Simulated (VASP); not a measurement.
All values below come from MS2 meta-GGA, VASP's PBE PAW potentials (set 64) (plane waves; VASP).

A VASP calculation is set up with these files.

### POSCAR
```
Cu
1.7919310
  0.0000000000   0.9999998347   0.9999998347
  0.9999998347   0.0000000000   0.9999998347
  0.9999998347   0.9999998347   0.0000000000
Cu
1
direct
  0.0000000000   0.0000000000   0.0000000000
```

**INCAR**
```
# general
SYSTEM   =  Cu
PREC     =  Accurate
ENCUT    =  520
LREAL    =  .FALSE.
LASPH    =  .TRUE.

# electronic loop
EDIFF    =  1E-7
NELM     =  100
ALGO     =  Normal
LMAXMIX  =  4
LMIXTAU  =  .TRUE.

# smearing
ISMEAR   =  1
SIGMA    =  0.1

# functional
METAGGA  =  MS2

# ions
ISIF     =  2

# output
LWAVE    =  .FALSE.
LCHARG   =  .FALSE.
```

### KPOINTS
```
K-points
0
gamma
  18 18 18
0 0 0
```

POTCAR, in this order: Cu (PBE.64 set). Program: vasp_std.

Output of the run:

### OUTCAR
```
 ion  position               nearest neighbor table
   1  0.000  0.000  0.000-
  LATTYP: Found a face centered cubic cell.
 ALAT       =     3.5838614076
 Subroutine PRICEL returns:
 Original cell was already a primitive cell.
 Subroutine GETGRP returns: Found 48 space group operations
The static configuration has the point symmetry O_h .
The dynamic configuration has the point symmetry O_h .
 Subroutine INISYM returns: Found 48 space group operations
 Subroutine IBZKPT returns following result:
 Found    195 irreducible k-points:

 Following reciprocal coordinates:
            Coordinates               Weight
  0.000000  0.000000  0.000000      1.000000
  0.055556  0.000000  0.000000      8.000000
  0.111111  0.000000  0.000000      8.000000
  0.166667  0.000000  0.000000      8.000000
  0.222222  0.000000  0.000000      8.000000
  0.277778  0.000000  0.000000      8.000000
  0.333333  0.000000  0.000000      8.000000
  0.388889  0.000000  0.000000      8.000000
  0.444444  0.000000  0.000000      8.000000
  0.500000  0.000000  0.000000      4.000000
...
```

### OSZICAR
```
       N       E                     dE             d eps       ncg     rms          rms(c)
DAV:   1     0.264374122910E+02    0.26437E+02   -0.55206E+03  3614   0.196E+03
DAV:   2    -0.130786614423E+02   -0.39516E+02   -0.37655E+02  3519   0.189E+02
DAV:   3    -0.134657196590E+02   -0.38706E+00   -0.38571E+00  4273   0.281E+01
DAV:   4    -0.134677340431E+02   -0.20144E-02   -0.20142E-02  4466   0.175E+00
DAV:   5    -0.134677502343E+02   -0.16191E-04   -0.16192E-04  4163   0.122E-01    0.122E+01
DAV:   6    -0.865292705634E+01    0.48148E+01   -0.85341E+01  3792   0.218E+02    0.103E+01
DAV:   7    -0.561330699559E+01    0.30396E+01   -0.15495E+01  3780   0.958E+01    0.832E-01
DAV:   8    -0.558850979867E+01    0.24797E-01   -0.24483E-01  4475   0.111E+01    0.401E-01
DAV:   9    -0.558388541113E+01    0.46244E-02   -0.16470E-02  3760   0.347E+00    0.369E-01
DAV:  10    -0.558102003164E+01    0.28654E-02   -0.55910E-02  3742   0.597E+00    0.233E-01
DAV:  11    -0.557978145408E+01    0.12386E-02   -0.73480E-03  3764   0.220E+00    0.237E-02
DAV:  12    -0.557978279997E+01   -0.13459E-05   -0.10834E-04  4069   0.250E-01    0.546E-03
DAV:  13    -0.557977585950E+01    0.69405E-05   -0.14916E-05  4176   0.894E-02    0.736E-03
DAV:  14    -0.557977422519E+01    0.16343E-05   -0.42620E-06  4217   0.426E-02    0.988E-04
DAV:  15    -0.557977469399E+01   -0.46880E-06   -0.57443E-07  3477   0.198E-02    0.793E-04
DAV:  16    -0.557977356537E+01    0.11286E-05   -0.37055E-08  1927   0.515E-03    0.298E-04
DAV:  17    -0.557977224408E+01    0.13213E-05   -0.91464E-09  1822   0.213E-03    0.161E-05
DAV:  18    -0.557977206500E+01    0.17909E-06   -0.11713E-09  1832   0.747E-04    0.254E-05
DAV:  19    -0.557977207104E+01   -0.60413E-08   -0.31092E-10  1820   0.430E-04
   1 F= -.55797721E+01 E0= -.55797551E+01  d E =-.509331E-04
```

### OUTCAR
```
------------------------ aborting loop because EDIFF is reached ----------------------------------------
  FORCE on cell =-STRESS in cart. coord.  units (eV):
  Direction    XX          YY          ZZ          XY          YZ          ZX
  --------------------------------------------------------------------------------------
  Total       -0.3250610     -0.3250610     -0.3250610      0.0000000      0.0000000     -0.0000000
  in kB      -45.2565927    -45.2565927    -45.2565927      0.0000000      0.0000000     -0.0000000
  external PRESSURE =     -45.2565927 kB  Pullay stress =       0.0000000 kB
  volume of cell :       11.51
      direct lattice vectors                 reciprocal lattice vectors
     0.000000000  1.791930704  1.791930704    -0.279028647  0.279028647  0.279028647
     1.791930704  0.000000000  1.791930704     0.279028647 -0.279028647  0.279028647
     1.791930704  1.791930704  0.000000000     0.279028647  0.279028647 -0.279028647
 POSITION                                       TOTAL-FORCE (eV/Angst)
 -----------------------------------------------------------------------------------
      0.00000      0.00000      0.00000         0.000000      0.000000     -0.000000
 -----------------------------------------------------------------------------------
    total drift:                               -0.000000     -0.000000     -0.000000
  FREE ENERGIE OF THE ION-ELECTRON SYSTEM (eV)
  ---------------------------------------------------
  free  energy   TOTEN  =        -5.5797720710 eV

  energy  without entropy=       -5.5797211379  energy(sigma->0) =       -5.57975509
```
(Selected blocks of OUTCAR.)

**OUTCAR**
```
 val. band max:        7.6029151088   @ k =   0.5000   0.1111   0.0000

 cond. band min:       7.6412142997   @ k =  -0.4444   0.1111   0.0556


 Fermi energy:         7.6078943379

 k-point     1 :       0.0000    0.0000    0.0000
  band No.  band energies     occupation
      1      -2.0066      2.00000
      2       4.5845      2.00000
      3       4.5845      2.00000
      4       4.5845      2.00000
      5       5.3702      2.00000
      6       5.3702      2.00000
      7      30.1494      0.00000
      8      33.3254      0.00000
      9      33.3255      0.00000

 k-point     2 :       0.0556    0.0000    0.0000
  band No.  band energies     occupation
      1      -1.8909      2.00000
      2       4.5590      2.00000
      3       4.6067      2.00000
      4       4.6068      2.00000
      5       5.3613      2.00000
      6       5.3613      2.00000
      7      29.6483      0.00000
      8      31.8700      0.00000
      9      32.9906      0.00000

 k-point     3 :       0.1111    0.0000    0.0000
  band No.  band energies     occupation
      1      -1.5479      2.00000
      2       4.4894      2.00000
      3       4.6635      2.00000
      4       4.6636      2.00000
      5       5.3438      2.00000
      6       5.3438      2.00000
      7      27.4698      0.00000
      8      31.0520      0.00000
      9      32.3568      0.00000

 k-point     4 :       0.1667    0.0000    0.0000
  band No.  band energies     occupation
      1      -0.9907      2.00000
      2       4.3968      2.00000
      3       4.7227      2.00000
      4       4.7228      2.00000
      5       5.3483      2.00000
      6       5.3483      2.00000
      7      24.6248      0.00000
      8      30.7575      0.00000
      9      31.7409      0.00000

 k-point     5 :       0.2222    0.0000    0.0000
  band No.  band energies     occupation
      1      -0.2483      2.00000
      2       4.3197      2.00000
      3       4.7380      2.00000
...
```

The compound is Cu in the fcc structure. This cell is one point of a volume scan, at 1.03 of the reference volume.
